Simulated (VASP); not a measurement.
```
ZrN
1.0
    3.10507     0.00000     0.00000
   -1.55254     2.68907     0.00000
    0.00000     0.00000     2.89247
Zr N
1 1
Direct
  0.00000   0.00000   0.00000
  0.66667   0.33333   0.50000
```

All values below come from PBEsol GGA, VASP's PBE PAW potentials (set 64) (plane waves; VASP). Settings: 520 eV cut-off, 15×15×14 Γ-centred mesh, tetrahedra with Blöchl corrections, potentials Zr_sv N.

What does the run give for the energy per atom (σ→0), band gap (on the k-mesh) with the smallest direct gap where there is one?

| Property | Result |
|---|---|
| band gap (on the k-mesh) | none (metal, semimetal or under 0.01 eV) |
| energy per atom (σ→0) | -1001.1 kJ/mol-atom |

Total energies compare only between runs with the same potentials, cut-off and functional.

The structure was generated: ZrN was put into the WC type (P-6m2), which need not be its known phase. It was relaxed first. The electron count is odd and the run is not spin-polarised, which forces a metal.
